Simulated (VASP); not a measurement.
# Si2Ni: how numerical settings change the zone-centre modes

How far do the zone-centre frequencies of Si2Ni depend on the numerical settings? The starting structure is a measured crystal structure from the Crystallography Open Database.

Main program and level: VASP 6.6.1; Kohn-Sham DFT with plane waves and PAW; LDA.

**1. The starting structure**

Symmetry: Fm-3m, No. 225, cubic system. Conventional cell: a = 5.406 Å, b = 5.406 Å, c = 5.406 Å, α = 90.00°, β = 90.00°, γ = 90.00°. Nearest to Ni lie 8 Si at 2.34 Å. Nearest to Si lie 4 Ni at 2.34 Å. Farther neighbours are not listed.

**2. Reference modes**

The cell comes from a relaxation at this level, not shown (38.28 Å³).

INCAR reads:

```
SYSTEM = Si2Ni
PREC = Accurate
ENCUT = 450
EDIFF = 1E-08
NELM = 100
ISMEAR = 0
SIGMA = 0.05
LREAL = .FALSE.
ALGO = Normal
GGA = CA
NBANDS = 16
ISPIN = 2
MAGMOM = 0 0 0
LASPH = .TRUE.
LMAXMIX = 4
LORBIT = 11
LWAVE = .FALSE.
LCHARG = .FALSE.
KPAR = 8
IBRION = 8
ISIF = 2
```

POSCAR reads:

```
Si2Ni
1.0
    0.0000000000      2.6750509140      2.6750509140
    2.6750509140      0.0000000000      2.6750509140
    2.6750509140      2.6750509140      0.0000000000
Ni Si
1 2
Direct
    0.0000000000      0.0000000000      0.0000000000
    0.7500000000      0.7500000000      0.7500000000
    0.2500000000      0.2500000000      0.2500000000
```

KPOINTS reads:

```
Automatic mesh
0
Gamma
12 12 12
0 0 0
```

Potentials, in the order of the species: Ni and Si (LDA family, release 64).

Started as:

```
mpirun -np 8 vasp_std
```

What it wrote:

```text
[banner, memory and clock lines left out]
running    8 mpi-ranks, on    1 nodes
 distrk:  each k-point on    1 cores,    8 groups
 distr:  one band on    1 cores,    1 groups

 POSCAR found type information on POSCAR NiSi
 POSCAR found :  2 types and       3 ions
|                                                                             |
|           W    W    AA    RRRRR   N    N  II  N    N   GGGG   !!!           |
|           W    W   A  A   R    R  NN   N  II  NN   N  G    G  !!!           |
|           W    W  A    A  R    R  N N  N  II  N N  N  G       !!!           |
|           W WW W  AAAAAA  RRRRR   N  N N  II  N  N N  G  GGG   !            |
|           WW  WW  A    A  R   R   N   NN  II  N   NN  G    G                |
|           W    W  A    A  R    R  N    N  II  N    N   GGGG   !!!           |
|                                                                             |
|     For optimal performance we recommend to set                             |
|       NCORE = 2 up to number-of-cores-per-socket                            |
|     NCORE specifies how many cores store one orbital (NPAR=cpu/NCORE).      |
|     This setting can greatly improve the performance of VASP for DFT.       |
|     The default, NCORE=1 might be grossly inefficient on modern             |
|     multi-core architectures or massively parallel machines. Do your        |
|     Unfortunately you need to use the default for GW and RPA                |
|     calculations (for HF NCORE is supported but not extensively tested      |
|     yet).                                                                   |
|                                                                             |

 LDA part: xc-table for (Slater(with rela. corr.)+CA(PZ))
 , standard interpolation
 POSCAR, INCAR and KPOINTS ok, starting setup
 FFT: planning ... GRIDC
 FFT: planning ... GRID_SOFT
 FFT: planning ... GRID
 WAVECAR not read
 entering main loop
       N       E                     dE             d eps       ncg     rms          rms(c)
DAV:   1     0.580604823843E+02    0.58060E+02   -0.72103E+03  4712   0.104E+03
DAV:   2    -0.188718613278E+02   -0.76932E+02   -0.69977E+02  5176   0.203E+02
DAV:   3    -0.219222559033E+02   -0.30504E+01   -0.30007E+01  6000   0.444E+01
DAV:   4    -0.219715611208E+02   -0.49305E-01   -0.49286E-01  5456   0.556E+00
DAV:   5    -0.219728665643E+02   -0.13054E-02   -0.13054E-02  5952   0.919E-01    0.165E+01
DAV:   6    -0.259459521214E+02   -0.39731E+01   -0.37712E+01  4816   0.146E+02    0.233E+01
DAV:   7    -0.200149904112E+02    0.59310E+01   -0.11516E+01  5784   0.920E+01    0.350E+00
DAV:   8    -0.199613282350E+02    0.53662E-01   -0.14087E+00  6376   0.184E+01    0.281E+00
DAV:   9    -0.198995833484E+02    0.61745E-01   -0.25382E-01  5480   0.976E+00    0.601E-01
DAV:  10    -0.198981768594E+02    0.14065E-02   -0.95208E-03  6472   0.172E+00    0.279E-01
DAV:  11    -0.198979779089E+02    0.19895E-03   -0.63034E-04  5840   0.189E-01    0.617E-02
DAV:  12    -0.198979766029E+02    0.13059E-05   -0.33241E-05  6496   0.710E-02    0.214E-02
DAV:  13    -0.198979738965E+02    0.27065E-05   -0.46590E-06  6976   0.436E-02    0.804E-03
DAV:  14    -0.198979737437E+02    0.15274E-06   -0.17069E-06  7176   0.252E-02    0.286E-03
DAV:  15    -0.198979737216E+02    0.22124E-07   -0.18298E-07  6296   0.499E-03    0.150E-03
DAV:  16    -0.198979736986E+02    0.23057E-07   -0.45409E-08  6048   0.368E-03    0.198E-04
DAV:  17    -0.198979736989E+02   -0.38744E-09   -0.54297E-09  2632   0.562E-04
   1 F= -.19897974E+02 E0= -.19897236E+02  d E =-.147451E-02  mag=    -0.0000
 Linear response reoptimize wavefunctions to high precision
DAV:   1    -0.198979736990E+02   -0.95497E-11   -0.36042E-10  2848   0.164E-04
 Linear response DOF=           2
 Linear response progress:
  Degree of freedom:   1/  2
       N       E                     dE             d eps       ncg     rms          rms(c)
RMM:   1    -0.193523134516E+00   -0.19352E+00   -0.11199E-01 15969   0.242E+00
RMM:   2    -0.189479740802E+00    0.40434E-02   -0.24851E-03 14864   0.587E-01    0.206E-01
RMM:   3    -0.189272677691E+00    0.20706E-03   -0.35140E-04 16618   0.133E-01    0.121E-01
RMM:   4    -0.189814278903E+00   -0.54160E-03   -0.36751E-04 17589   0.126E-01    0.794E-03
RMM:   5    -0.189778443470E+00    0.35835E-04   -0.65492E-06 17980   0.236E-02    0.497E-03
RMM:   6    -0.189775670016E+00    0.27735E-05   -0.59932E-07 16084   0.863E-03    0.398E-03
RMM:   7    -0.189769180224E+00    0.64898E-05   -0.24612E-07 17442   0.551E-03    0.733E-04
RMM:   8    -0.189763683766E+00    0.54965E-05   -0.27931E-08 18591   0.122E-03    0.286E-04
RMM:   9    -0.189761728620E+00    0.19551E-05   -0.26770E-09 18012   0.375E-04    0.439E-05
RMM:  10    -0.189761615974E+00    0.11265E-06   -0.16678E-09 18978   0.121E-04    0.207E-05
RMM:  11    -0.189761545967E+00    0.70007E-07   -0.12058E-09 19264   0.468E-05    0.794E-06
RMM:  12    -0.189761505039E+00    0.40928E-07   -0.87813E-10 19221   0.260E-05    0.371E-06
RMM:  13    -0.189761487673E+00    0.17366E-07   -0.14490E-09 18899   0.208E-05    0.843E-07
RMM:  14    -0.189761496917E+00   -0.92442E-08   -0.11670E-09 15973   0.178E-05    0.272E-07
 first order change of Fermi-energy  -0.29605E-03
 force on displaced ion       1 direction 1 : -10.410   0.000   0.000
 Linear response progress:
  Degree of freedom:   2/  2
       N       E                     dE             d eps       ncg     rms          rms(c)
RMM:   1    -0.207925668009E-01   -0.20793E-01    0.28522E-02 44341   0.118E+00
RMM:   2    -0.180979303890E-01    0.26946E-02   -0.99709E-04 27599   0.507E-01    0.103E-01
RMM:   3    -0.183013143752E-01   -0.20338E-03   -0.44160E-04 30186   0.145E-01    0.543E-02
RMM:   4    -0.184720702609E-01   -0.17076E-03   -0.71781E-05 28383   0.562E-02    0.978E-03
RMM:   5    -0.184629002011E-01    0.91701E-05   -0.22723E-06 31138   0.146E-02    0.479E-03
RMM:   6    -0.184538250702E-01    0.90751E-05    0.85805E-07 31372   0.439E-03    0.840E-04
RMM:   7    -0.184573030247E-01   -0.34780E-05   -0.55435E-07 29539   0.184E-03    0.750E-04
RMM:   8    -0.184576460877E-01   -0.34306E-06   -0.33798E-09 28834   0.104E-03    0.369E-04
RMM:   9    -0.184563253381E-01    0.13207E-05    0.15526E-07 31291   0.381E-04    0.551E-05
RMM:  10    -0.184563192137E-01    0.61245E-08    0.96375E-09 32457   0.115E-04    0.175E-05
 first order change of Fermi-energy  -0.48947E-04
 force on displaced ion       2 direction 1 :  -7.937  -0.000  -0.000
 Linear response finished
```

It took 68 s on 8 MPI ranks of Intel Xeon 6975P-C (Granite Rapids), shared host; peak memory 4.9 GiB.

Lines that name or quote the potential files are left out of all logs, and their timing lines are given in words.

Parts of OUTCAR (step 2):

```text
ion  position               nearest neighbor table
   1  0.000  0.000  0.000-   2 2.32   2 2.32   2 2.32   2 2.32   3 2.32   3 2.32   3 2.32   3 2.32

  LATTYP: Found a face centered cubic cell.
 ALAT       =     5.3501018280

 Subroutine GETGRP returns: Found 48 space group operations
 (whereof 48 operations were pure point group operations)

The static configuration has the point symmetry O_h .

 Found     72 irreducible k-points:

   k-points           NKPTS =     72   k-points in BZ     NKDIM =     72   number of bands    NBANDS=     16

   dimension x,y,z NGX =    28 NGY =   28 NGZ =   28
   dimension x,y,z NGXF=    56 NGYF=   56 NGZF=   56

   ENCUT  =  450.0 eV  33.07 Ry    5.75 a.u.   6.54  6.54  6.54*2*pi/ulx,y,z

   NELECT =      18.0000    total number of electrons

 k-points in reciprocal lattice and weights: Automatic mesh
   0.00000000  0.00000000  0.00000000       0.001
   0.08333333  0.00000000  0.00000000       0.005
   0.16666667  0.00000000  0.00000000       0.005
   0.25000000  0.00000000  0.00000000       0.005
   0.33333333  0.00000000  0.00000000       0.005
   0.41666667  0.00000000  0.00000000       0.005
   0.50000000  0.00000000  0.00000000       0.002
   0.08333333  0.08333333  0.00000000       0.003
   0.16666667  0.08333333  0.00000000       0.014
[...]
-0.33333333  0.50000000  0.16666667       0.007
  -0.25000000  0.50000000  0.25000000       0.003

 average (electrostatic) potential at core
       1 -81.8729       2 -81.0326       3 -81.0326

  Total        0.0007718      0.0007718      0.0007718     -0.0000000     -0.0000000      0.0000000
  in kB        0.0322991      0.0322991      0.0322991     -0.0000000     -0.0000000      0.0000000
  external PRESSURE =       0.0322991 kB  Pullay stress =       0.0000000 kB

  energy-cutoff  :      450.00
  volume of cell :       38.28
      direct lattice vectors                 reciprocal lattice vectors
     0.000000000  2.675050914  2.675050914    -0.186912330  0.186912330  0.186912330
     2.675050914  0.000000000  2.675050914     0.186912330 -0.186912330  0.186912330
     2.675050914  2.675050914  0.000000000     0.186912330  0.186912330 -0.186912330

 POSITION                                       TOTAL-FORCE (eV/Angst)
 -----------------------------------------------------------------------------------
      0.00000      0.00000      0.00000         0.000000     -0.000000     -0.000000
      4.01258      4.01258      4.01258         0.000000      0.000000      0.000000
      1.33753      1.33753      1.33753        -0.000000     -0.000000     -0.000000
 -----------------------------------------------------------------------------------
    total drift:                               -0.000000     -0.000000      0.000000

 Eigenvectors and eigenvalues of the dynamical matrix
 ----------------------------------------------------

   1 f  =    9.631170 THz    60.514425 2PiTHz  321.261246 cm-1    39.831300 meV
             X         Y         Z           dx          dy          dz
      0.000000  0.000000  0.000000    -0.000000   -0.000000    0.000000
      4.012576  4.012576  4.012576     0.528211    0.469364   -0.026285
      1.337525  1.337525  1.337525    -0.528211   -0.469364    0.026285

   2 f  =    9.631170 THz    60.514425 2PiTHz  321.261246 cm-1    39.831300 meV
             X         Y         Z           dx          dy          dz
      0.000000  0.000000  0.000000    -0.000000   -0.000000    0.000000
      4.012576  4.012576  4.012576     0.469590   -0.524974    0.062350
      1.337525  1.337525  1.337525    -0.469590    0.524974   -0.062350

   3 f  =    9.631170 THz    60.514425 2PiTHz  321.261246 cm-1    39.831300 meV
             X         Y         Z           dx          dy          dz
      0.000000  0.000000  0.000000     0.000000   -0.000000    0.000000
      4.012576  4.012576  4.012576    -0.021872    0.064032    0.703862
      1.337525  1.337525  1.337525     0.021872   -0.064032   -0.703862

   4 f  =    9.419469 THz    59.184271 2PiTHz  314.199673 cm-1    38.955777 meV
             X         Y         Z           dx          dy          dz
      0.000000  0.000000  0.000000     0.468381    0.510684    0.091657
      4.012576  4.012576  4.012576    -0.338848   -0.369452   -0.066309
      1.337525  1.337525  1.337525    -0.338848   -0.369452   -0.066309

   5 f  =    9.419469 THz    59.184271 2PiTHz  314.199673 cm-1    38.955777 meV
             X         Y         Z           dx          dy          dz
      0.000000  0.000000  0.000000     0.495963   -0.476949    0.122966
      4.012576  4.012576  4.012576    -0.358802    0.345047   -0.088959
      1.337525  1.337525  1.337525    -0.358802    0.345047   -0.088959

   6 f  =    9.419469 THz    59.184271 2PiTHz  314.199673 cm-1    38.955777 meV
             X         Y         Z           dx          dy          dz
      0.000000  0.000000  0.000000     0.152382   -0.017363   -0.681952
      4.012576  4.012576  4.012576    -0.110240    0.012561    0.493355
      1.337525  1.337525  1.337525    -0.110240    0.012561    0.493355

   7 f/i=    0.004243 THz     0.026660 2PiTHz    0.141534 cm-1     0.017548 meV
             X         Y         Z           dx          dy          dz
      0.000000  0.000000  0.000000     0.049078    0.712976    0.026023
      4.012576  4.012576  4.012576     0.033920    0.492763    0.017985
      1.337525  1.337525  1.337525     0.033920    0.492763    0.017985

   8 f/i=    0.004243 THz     0.026660 2PiTHz    0.141534 cm-1     0.017548 meV
             X         Y         Z           dx          dy          dz
      0.000000  0.000000  0.000000    -0.713367    0.048640    0.012732
      4.012576  4.012576  4.012576    -0.493034    0.033617    0.008800
      1.337525  1.337525  1.337525    -0.493034    0.033617    0.008800

   9 f/i=    0.004243 THz     0.026660 2PiTHz    0.141534 cm-1     0.017548 meV
             X         Y         Z           dx          dy          dz
      0.000000  0.000000  0.000000     0.010924   -0.026832    0.714549
      4.012576  4.012576  4.012576     0.007550   -0.018545    0.493851
      1.337525  1.337525  1.337525     0.007550   -0.018545    0.493851

 ELASTIC MODULI CONTR FROM IONIC RELAXATION (kBar)
 Direction    XX          YY          ZZ          XY          YZ          ZX
 --------------------------------------------------------------------------------
 XX          -0.0000      0.0000     -0.0000      0.0000     -0.0000      0.0000
 YY           0.0000     -0.0000     -0.0000      0.0000     -0.0000     -0.0000
 ZZ          -0.0000     -0.0000     -0.0000     -0.0000     -0.0000      0.0000
 XY           0.0000      0.0000     -0.0000   -461.8944     -0.0000     -0.0000
 YZ          -0.0000     -0.0000     -0.0000     -0.0000   -461.8944      0.0000
 ZX           0.0000     -0.0000      0.0000     -0.0000     -0.0000   -461.8944
 --------------------------------------------------------------------------------

 magnetization (x)
# of ion       s       p       d       tot
------------------------------------------
    1        0.000   0.000  -0.000  -0.000
    2       -0.000  -0.000   0.000  -0.000
    3       -0.000  -0.000   0.000  -0.000
--------------------------------------------------
tot         -0.000  -0.000  -0.000  -0.000
```

This run allows spin, but its moments start at zero, where symmetry between the spins tends to hold them, although Ni can carry a moment. Energies printed during the response cycles are not total energies of the cell.

Reference: the zone-centre modes are T2g 321.3, T1u 314.2 cm⁻¹.

**3. Modes with a 6×6×6 mesh**

Against step 2 the input has a 6×6×6 mesh.

INCAR is that of step 2.

POSCAR is that of step 2.

KPOINTS reads:

```
Automatic mesh
0
Gamma
6 6 6
0 0 0
```

Started as:

```
mpirun -np 8 vasp_std
```

What it wrote:

```text
[banner, memory and clock lines left out]
running    8 mpi-ranks, on    1 nodes
[...]
[... a notice as in an earlier step ...]

 LDA part: xc-table for (Slater(with rela. corr.)+CA(PZ))
 , standard interpolation
 POSCAR, INCAR and KPOINTS ok, starting setup
[...]
entering main loop
       N       E                     dE             d eps       ncg     rms          rms(c)
DAV:   1     0.571974055206E+02    0.57197E+02   -0.71462E+03  1048   0.103E+03
DAV:   2    -0.187902892768E+02   -0.75988E+02   -0.69671E+02  1160   0.203E+02
DAV:   3    -0.219151398479E+02   -0.31249E+01   -0.30647E+01  1312   0.449E+01
DAV:   4    -0.219641549571E+02   -0.49015E-01   -0.48976E-01  1208   0.553E+00
[...]
DAV:  15    -0.198929505381E+02   -0.65433E-07   -0.33848E-07  1536   0.879E-03    0.268E-03
DAV:  16    -0.198929504705E+02    0.67681E-07   -0.13583E-07  1296   0.874E-03    0.334E-04
DAV:  17    -0.198929504704E+02    0.36380E-11   -0.10523E-08   616   0.660E-04
[...]
RMM:  12    -0.189854885671E+00    0.72129E-07    0.80941E-10  3496   0.131E-05    0.740E-06
RMM:  13    -0.189854835313E+00    0.50358E-07   -0.29338E-10  3358   0.879E-06    0.115E-06
RMM:  14    -0.189854836480E+00   -0.11669E-08   -0.31415E-10  3375   0.269E-06    0.504E-07
 first order change of Fermi-energy  -0.13969E-03
 force on displaced ion       1 direction 1 : -10.446   0.000   0.000
 Linear response progress:
  Degree of freedom:   2/  2
       N       E                     dE             d eps       ncg     rms          rms(c)
RMM:   1    -0.202167350878E-01   -0.20217E-01    0.32396E-02  7198   0.118E+00
RMM:   2    -0.179255458198E-01    0.22912E-02   -0.26816E-04  4550   0.496E-01    0.104E-01
RMM:   3    -0.181855643625E-01   -0.26002E-03   -0.41531E-04  4887   0.143E-01    0.558E-02
RMM:   4    -0.183400809578E-01   -0.15452E-03   -0.62953E-05  4705   0.540E-02    0.928E-03
[...]
RMM:   9    -0.183227571969E-01    0.80662E-06    0.18737E-07  5245   0.304E-04    0.102E-04
RMM:  10    -0.183225918394E-01    0.16536E-06    0.37905E-08  5411   0.848E-05    0.334E-05
RMM:  11    -0.183225930647E-01   -0.12253E-08    0.56804E-09  5121   0.281E-05    0.788E-06
 first order change of Fermi-energy  -0.30176E-04
 force on displaced ion       2 direction 1 :  -8.672  -0.000  -0.000
 Linear response finished
```

The job ended after 20 s (8 MPI ranks; peak memory 2 GiB).

OUTCAR, selected parts (step 3):

```text
  Total        0.2213757      0.2213757      0.2213757     -0.0000000     -0.0000000      0.0000000
  in kB        9.2643375      9.2643375      9.2643375     -0.0000000     -0.0000000      0.0000000
  external PRESSURE =       9.2643375 kB  Pullay stress =       0.0000000 kB

 POSITION                                       TOTAL-FORCE (eV/Angst)
 -----------------------------------------------------------------------------------
      0.00000      0.00000      0.00000        -0.000000     -0.000000     -0.000000
      4.01258      4.01258      4.01258        -0.000000     -0.000000     -0.000000
      1.33753      1.33753      1.33753         0.000000      0.000000      0.000000
 -----------------------------------------------------------------------------------
    total drift:                               -0.000000     -0.000000      0.000000

 magnetization (x)
# of ion       s       p       d       tot
------------------------------------------
    1       -0.000  -0.000   0.000   0.000
    2        0.000  -0.000   0.000  -0.000
    3        0.000  -0.000   0.000  -0.000
--------------------------------------------------
tot          0.000  -0.000   0.000   0.000

[... 1 part as in an earlier step ...]

[... 1 further part left out ...]
```

With a 6×6×6 mesh the modes are T2g 342.4, T1u 314.8 cm⁻¹; the largest shift is +21.1 cm⁻¹, in T2g, from the reference.

[end of part 1 of 2]

[Lines on the potential files, build, host, timing and source positions are cut from VASP's logs without a mark.]

[Logs are printed without paths, hosts, clocks, repeated set-up lines and the standing remarks that a program may print on its own settings, such as how far it seeks lower states.]

[Hosts, paths, dates, database ids (printed as entryN), source tags and the programs' standing remarks are cut or masked in the printed files.]
